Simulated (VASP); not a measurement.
All values below come from PBE GGA, VASP's PBE PAW potentials (set 64) (plane waves; VASP 6.6.1).

VASP ran on this input.

### KPOINTS
```
Automatic
0
G
 13 13 13
0 0 0
```

**POSCAR**
```
CuZn
1
    2.8033973580     0.0000000000     0.0000000000
    0.0000000000     2.8033973580     0.0000000000
    0.0000000000     0.0000000000     2.8033973580
Zn Cu
1 1
Direct
  0.5000000000   0.5000000000   0.5000000000
  0.0000000000   0.0000000000   0.0000000000
```

**INCAR**
```
# general
SYSTEM  = CuZn
PREC    = Accurate
ENCUT   = 500
LREAL   = .FALSE.
LASPH   = .TRUE.

# electronic loop
EDIFF   = 1E-6
NELM    = 100
ALGO    = Normal
LMAXMIX = 4

# smearing
ISMEAR  = 1
SIGMA   = 0.1

# functional
GGA     = PE

# ions
IBRION  = 2
NSW     = 40
ISIF    = 3
EDIFFG  = -0.02
PSTRESS = 450

# output
LWAVE   = .FALSE.
LCHARG  = .FALSE.
```

POTCAR, in this order: Zn Cu (PBE.64 set). Program: vasp_std.

Q: What will the output report for the number of irreducible k-points (NKPTS), largest plane-wave count, number of space-group operations, FFT grid (NGX, NGY, NGZ)?

A: 
```yaml
number of irreducible k-points (NKPTS): 84
largest_plane_wave_count: 587
number_of_space_group_operations: 48
FFT grid (NGX, NGY, NGZ): 20 × 20 × 20
```

The compound is CuZn in the CsCl type structure. This run relaxes it under an external pressure of 45 GPa. Symmetry was kept, so distortions that lower it aren't found. The electron count is odd and the run is not spin-polarised, which forces a metal.
